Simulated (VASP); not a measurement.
# CaRhO2 (R-3m) in VASP: single point with r2SCAN

Aim: the single point of CaRhO2 with r2SCAN.

All numbers are computed with VASP 6.6.1; they aren't measurements. Logs are shortened: lines on timing, memory, paths and dates and some standing lists are left out, and cuts for length are marked.

## (1) The crystal as given

It takes space group R-3m (No. 166, trigonal). Conventional cell: a = 3.146 Å, b = 3.146 Å, c = 15.771 Å, α = 90.00°, β = 90.00°, γ = 120.00°. Around Ca (site symmetry -3m) lie 6 O at 2.40 Å. O (site symmetry 3m) is surrounded by 3 Rh at 2.10 Å and 3 Ca at 2.40 Å. Around Rh (site symmetry -3m) lie 6 O at 2.10 Å.

The cell was built by a generator and needn't be a form met in nature.

## (2) Single point, r2SCAN

The input, POSCAR:

```
CaRhO2
1.0
    3.1456996200      0.0000000000      0.0000000000
   -1.5728498100      2.7242588100      0.0000000000
    0.0000000000     -1.8161685900      5.2570489100
Ca O Rh
1 2 1
Direct
    0.0000000000      0.0000000000      0.0000000000
    0.2340000000      0.4680000000      0.7020000000
    0.7660000000      0.5320000000      0.2980000000
    0.5000000000      0.0000000000      0.5000000000
```

The input, INCAR.step1:

```
SYSTEM = CaRhO2
PREC = Accurate ; ENCUT = 520
ISMEAR = -1 ; SIGMA = 0.1
LREAL = .False. ; LASPH = .True.
NELM = 100 ; NBANDS = 26
GGA = PE ; ALGO = Normal
EDIFF = 1E-4 ; LWAVE = .True.
LCHARG = .False.
```

The input, INCAR.step2:

```
SYSTEM = CaRhO2
PREC = Accurate ; ENCUT = 520
EDIFF = 1E-6 ; ISMEAR = -1
SIGMA = 0.1 ; LREAL = .False.
LASPH = .True. ; NELM = 100
ALGO = Normal ; ISIF = 2
LWAVE = .False. ; LCHARG = .True.
METAGGA = R2SCAN ; LMIXTAU = .True.
LELF = .True. ; LVHAR = .True.
NBANDS = 26 ; ISTART = 1
```

The input, KPOINTS:

```
Automatic mesh
0
Gamma
  10 10 10
  0 0 0
```

Potentials or basis: VASP PAW PBE potentials, release 64 (Ca_sv, O, Rh_pv).

Command:

```bash
$ cat potpaw_PBE.64/Ca_sv/POTCAR potpaw_PBE.64/O/POTCAR potpaw_PBE.64/Rh_pv/POTCAR > POTCAR
$ cp INCAR.step1 INCAR
$ mpirun -np 1 vasp_std > vasp.out
$ cp INCAR.step2 INCAR
$ mpirun -np 1 vasp_std > vasp.out
```

OUTCAR:

```text
SYSTEM = CaRhO2
   PREC = Accurate
   ENCUT = 520
   EDIFF = 1E-6
   ISMEAR = -1
   LREAL = .False.
   LASPH = .True.
   NELM = 100
   ISIF = 2
   METAGGA = R2SCAN
   ISTART = 1

 ion  position               nearest neighbor table
   1  0.000  0.000  0.000-   2 2.40   3 2.40   3 2.40   3 2.40   2 2.40   2 2.40   4 3.19   4 3.19
                             4 3.19   4 3.19   4 3.19   4 3.19
   2  0.234  0.468  0.702-   4 2.10   4 2.10   4 2.10   1 2.40   1 2.40   1 2.40
   3  0.766  0.532  0.298-   4 2.10   4 2.10   4 2.10   1 2.40   1 2.40   1 2.40
   4  0.500  0.000  0.500-   2 2.10   3 2.10   2 2.10   3 2.10   2 2.10   3 2.10   1 3.19   1 3.19
                             1 3.19   1 3.19   1 3.19   1 3.19

  LATTYP: Found a trigonal (rhomboedric) cell.
 ALAT       =     5.5619269673
 COS(alpha) =     0.8400609355

  Lattice vectors:

 A1 = (   0.0000000000,  -1.8161685900,   5.2570489100)
 A2 = (   1.5728498100,   0.9080902200,   5.2570489100)
 A3 = (  -1.5728498100,   0.9080902200,   5.2570489100)

Analysis of symmetry for initial positions (statically):
=====================================================================
 Subroutine PRICEL returns:
 Original cell was already a primitive cell.

 Routine SETGRP: Setting up the symmetry group for a
 trigonal (rhombohedral) supercell.

 Subroutine GETGRP returns: Found 12 space group operations
 (whereof 12 operations were pure point group operations)
 out of a pool of 12 trial point group operations.

The static configuration has the point symmetry D_3d.

Analysis of symmetry for dynamics (positions and initial velocities):
=====================================================================
 Subroutine PRICEL returns:
 Original cell was already a primitive cell.

 Routine SETGRP: Setting up the symmetry group for a
 trigonal (rhombohedral) supercell.

 Subroutine GETGRP returns: Found 12 space group operations
 (whereof 12 operations were pure point group operations)
 out of a pool of 12 trial point group operations.

The dynamic configuration has the point symmetry D_3d.

 Subroutine INISYM returns: Found 12 space group operations
 (whereof 12 operations are pure point group operations),
 and found     1 'primitive' translations

----------------------------------------------------------------------------------------

                                     Primitive cell

  volume of cell :      45.0513

  direct lattice vectors                    reciprocal lattice vectors
     3.145699620  0.000000000  0.000000000     0.317894307  0.183536160  0.063406792
    -1.572849810  2.724258810  0.000000000     0.000000000  0.367072319  0.126813585
     0.000000000 -1.816168590  5.257048910     0.000000000  0.000000000  0.190220791

  length of vectors
     3.145699620  3.145702241  5.561926967     0.372508703  0.388360365  0.190220791

  position of ions in fractional coordinates (direct lattice)
     0.000000000  0.000000000  0.000000000
     0.234000000  0.468000000  0.702000000
     0.766000000  0.532000000  0.298000000
     0.500000000  0.000000000  0.500000000

  ion indices of the primitive-cell ions
   primitive index   ion index
                 1           1
                 2           2
                 3           3
                 4           4

----------------------------------------------------------------------------------------

 KPOINTS: Automatic mesh

Automatic generation of k-mesh.
 Grid dimensions read from file:
 generate k-points for:   10   10   10

 Generating k-lattice:

  Cartesian coordinates                     Fractional coordinates (reciprocal lattice)
     0.031789431  0.018353616  0.006340679     0.100000000  0.000000000  0.000000000
     0.000000000  0.036707232  0.012681358     0.000000000  0.100000000  0.000000000
     0.000000000  0.000000000  0.019022079     0.000000000  0.000000000  0.100000000

  Length of vectors
     0.037250870  0.038836036  0.019022079

  Shift w.r.t. Gamma in fractional coordinates (k-lattice)
     0.000000000  0.000000000  0.000000000

 Subroutine IBZKPT returns following result:
 ===========================================

 Found    116 irreducible k-points:

 Following reciprocal coordinates:
            Coordinates               Weight
  0.000000  0.000000  0.000000      1.000000
  0.100000 -0.000000  0.000000      6.000000
  0.200000 -0.000000  0.000000      6.000000
  0.300000 -0.000000  0.000000      6.000000
  0.400000  0.000000  0.000000      6.000000
  0.500000 -0.000000  0.000000      3.000000
[... 16 lines left out ...]
  0.000000  0.300000  0.000000      6.000000
  0.100000  0.300000 -0.000000     12.000000
 [... further k-points ...]
   k-points           NKPTS =    116   k-points in BZ     NKDIM =    116   number of bands    NBANDS=     26
   number of dos      NEDOS =    301   number of ions     NIONS =      4
   total plane-waves  NPLWV =  24192
   dimension x,y,z NGX =    24 NGY =   24 NGZ =   42
   dimension x,y,z NGXF=    48 NGYF=   48 NGZF=   84
   ions per type =               1   2   1
   NGX,Y,Z   is equivalent  to a cutoff of  12.68, 12.68, 12.55 a.u.
   NGXF,Y,Z  is equivalent  to a cutoff of  25.37, 25.37, 25.11 a.u.
 SYSTEM =  CaRhO2
   PREC   = accura    normal or accurate (medium, high low for compatibility)
   ISTART =      1    job   : 0-new  1-cont  2-samecut
   ICHARG =      0    charge: 1-file 2-atom 10-const
   ISPIN  =      1    spin polarized calculation?
   LNONCOLLINEAR =      F non collinear calculations
   LSORBIT =      F    spin-orbit coupling
   LASPH  =      T    aspherical Exc in radial PAW
   ENCUT  =  520.0 eV  38.22 Ry    6.18 a.u.   5.85  5.85 10.34*2*pi/ulx,y,z
   NELM   =    100;   NELMIN=  2; NELMDL=  0     # of ELM steps
   EDIFF  = 0.1E-05   stopping-criterion for ELM
   LREAL  =      F    real-space projection
   EDIFFG = 0.1E-04   stopping-criterion for IOM
   NSW    =      0    number of steps for IOM
   IBRION =     -1    ionic relax: 0-MD 1-quasi-New 2-CG
   NFREE  =      0    steps in history (QN), initial steepest desc. (CG)
   ISIF   =      2    stress and relaxation
   ISYM   =      2    0-nonsym 1-usesym 2-fastsym
   POTIM  = 0.5000    time-step for ionic-motion
   TEBEG  =    0.0;   TEEND  =   0.0 temperature during run
   PSTRESS=    0.0 pullay stress
   NELECT =      37.0000    total number of electrons
   NUPDOWN=      -1.0000    fix difference up-down
   EMIN   =  10.00;   EMAX   =-10.00  energy-range for DOS
   EFERMI =   0.00;   METHOD = LEGACY
   ISMEAR =    -1;   SIGMA  =   0.10  broadening in eV -4-tet -1-fermi 0-gaus
   EFERMI_NEDOS =   21; number of points for ismear=-14 and -15
   IALGO  =     38    algorithm
   IMIX   =      4    mixing-type and parameters
     AMIX     =   0.40;   BMIX     =  1.00
     AMIX_MAG =   1.60;   BMIX_MAG =  1.00
  volume/ion in A,a.u.               =      11.26        76.01
  Fermi-wavevector in a.u.,A,eV,Ry     =   1.533108  2.897155 31.979424  2.350421
  Thomas-Fermi vector in A             =   2.640221
   LORBIT       =      0    0 simple, 1 ext, 2 COOP (PROOUT), +10 PAW based schemes
   METAGGA = R2SCAN    functional components
   LHFCALC =     F    Hartree Fock is set to
   AEXX    =    0.0000 exact exchange contribution
   IVDW    =     0    specifies the selected vdW correction
   LEPSILON=     F    determine dielectric tensor
   LRPA    =     F    only Hartree local field effects (RPA)
 non-spin polarized calculation
  energy-cutoff  :      520.00
  volume of cell :       45.05
 maximum number of plane-waves:      1227
   NGX = 11   NGY = 11   NGZ = 21

 number of electron      36.9999991 magnetization

 Free energy of the ion-electron system (eV)
  ---------------------------------------------------
  ext. energy  EPLUGINS =         0.00000000
  ---------------------------------------------------
  free energy    TOTEN  =       -48.94604505 eV

  energy without entropy =      -48.81749266  energy(sigma->0) =      -48.88176885

 E-fermi :   9.4157     XC(G=0): -12.9182

 val. band max:        9.3939402980   @ k =   0.4000   0.0000   0.0000
 cond. band min:       9.4264893533   @ k =   0.0000   0.4000   0.1000
 fundamental gap:      0.0325490553
 Fermi energy:         9.4157288935

 k-point     1 :       0.0000    0.0000    0.0000
  band No.  band energies     occupation
      1     -39.7648      2.00000
      2     -39.6743      2.00000
      3     -39.6742      2.00000
      4     -34.4790      2.00000
      5     -15.2080      2.00000
      6     -14.2866      2.00000
[... 18 lines left out ...]
     25      14.2665      0.00000
     26      14.8863      0.00000

 k-point     2 :       0.1000   -0.0000    0.0000
  band No.  band energies     occupation
      1     -39.7624      2.00000
      2     -39.6876      2.00000
      3     -39.6773      2.00000
      4     -34.4649      2.00000
      5     -15.1630      2.00000
      6     -14.4631      2.00000
[... 18 lines left out ...]
     25      14.1755      0.00000
     26      14.8656      0.00000

 k-point     3 :       0.2000   -0.0000    0.0000
  band No.  band energies     occupation
      1     -39.7562      2.00000
      2     -39.7222      2.00000
      3     -39.6852      2.00000
      4     -34.4278      2.00000
      5     -15.0388      2.00000
      6     -14.8085      2.00000
[... 18 lines left out ...]
     25      14.2257      0.00000
     26      14.8122      0.00000

 k-point     4 :       0.3000   -0.0000    0.0000
  band No.  band energies     occupation
      1     -39.7654      2.00000
      2     -39.7480      2.00000
      3     -39.6949      2.00000
      4     -34.3816      2.00000
      5     -15.1920      2.00000
      6     -14.8152      2.00000
[... 18 lines left out ...]
     25      14.7728      0.00000
     26      14.8970      0.00000
[... 496 lines left out ...]
      1     -39.7719      2.00000
      2     -39.7449      2.00000
      3     -39.7120      2.00000
      4     -34.3603      2.00000
      5     -15.2102      2.00000
      6     -14.7947      2.00000
[... 18 lines left out ...]
     25      14.5189      0.00000
     26      15.3388      0.00000

 k-point    23 :       0.0000    0.3000    0.0000
  band No.  band energies     occupation
      1     -39.7653      2.00000
      2     -39.7479      2.00000
      3     -39.6950      2.00000
      4     -34.3817      2.00000
      5     -15.1983      2.00000
      6     -14.8173      2.00000
[... 18 lines left out ...]
     25      14.2475      0.00000
     26      14.6183      0.00000

 k-point    24 :       0.1000    0.3000   -0.0000
  band No.  band energies     occupation
      1     -39.7828      2.00000
      2     -39.7439      2.00000
      3     -39.7063      2.00000
      4     -34.3559      2.00000
      5     -15.3019      2.00000
      6     -14.7288      2.00000
[... 18 lines left out ...]
     25      14.4623      0.00000
     26      15.1868      0.00000

 [... further k-points ...]
[... 5 lines left out ...]
  --------------------------------------------------------------------------------------
  -------------------------------------------------------------------------------------
  Total        8.1278653      8.1278833     -1.3621505     -0.0000000     -0.0000010      0.0000000
  in kB      289.0543077    289.0549499    -48.4426655     -0.0000000     -0.0000364      0.0000000
  external PRESSURE =     176.5555307 kB  Pullay stress =       0.0000000 kB

 VOLUME and BASIS-vectors are now :
 -----------------------------------------------------------------------------
  energy-cutoff  :      520.00
  volume of cell :       45.05
      direct lattice vectors                 reciprocal lattice vectors
     3.145699620  0.000000000  0.000000000     0.317894307  0.183536160  0.063406792
    -1.572849810  2.724258810  0.000000000     0.000000000  0.367072319  0.126813585
     0.000000000 -1.816168590  5.257048910     0.000000000  0.000000000  0.190220791

 POSITION                                       TOTAL-FORCE (eV/Angst)
 -----------------------------------------------------------------------------------
      0.00000      0.00000      0.00000         0.000000      0.000000      0.000000
      0.00000      0.00000      3.69045        -0.000000      0.000001      1.694305
      1.57285      0.90809      1.56660         0.000000     -0.000001     -1.694305
      1.57285     -0.90808      2.62852         0.000000      0.000000      0.000000
 -----------------------------------------------------------------------------------
    total drift:                                0.000000      0.000000     -0.000000

  FREE ENERGIE OF THE ION-ELECTRON SYSTEM (eV)
  ---------------------------------------------------
  free  energy   TOTEN  =       -48.9460450477 eV

  energy  without entropy=      -48.8174926568  energy(sigma->0) =      -48.88176885
```

Wall time 4.6 min (1 thread of Intel Xeon Platinum 8488C (Sapphire Rapids), shared host); peak memory 0.27 GiB.

What came out:

- Free energy: -48.9460 eV
- Pressure: 17.7 GPa
- Largest force: 1.694 eV/Å
- Band gap on the k mesh: none (metal or under the smearing width)

Forces in eV/Å, atoms in the order of the input:
```
Ca   0.000  0.000  0.000
O    0.000  0.000  1.694
O    0.000  0.000 -1.694
Rh   0.000  0.000  0.000
```

Stress tensor (GPa, compression positive):
```
28.91  0.00  0.00
 0.00 28.91  0.00
 0.00  0.00 -4.84
```

Levels at points of the mesh, in eV from the Fermi level:
| k point | band 16 | band 17 | band 18 | band 19 | band 20 | band 21 |
| --- | --- | --- | --- | --- | --- | --- |
| (0.00, 0.00, 0.00) | -3.46 | -3.46 | -2.49 | 0.11 | 0.11 | 0.32 |
| (0.50, 0.00, 0.00) | -3.50 | -2.39 | -2.22 | 0.23 | 0.33 | 0.75 |
| (0.00, 0.50, 0.00) | -4.17 | -2.41 | -2.24 | 0.01 | 0.43 | 1.34 |
| (0.00, 0.00, 0.50) | -3.39 | -3.39 | -2.43 | 0.76 | 0.76 | 0.84 |

Caveat: so large a pressure means that the cell lies far from this level's equilibrium, or that cutoff or potentials fall short; the potentials were made for another functional, which shifts forces and pressure; an odd number of electrons without spin polarisation forces a metal; a magnetic or distorted state may lie lower.
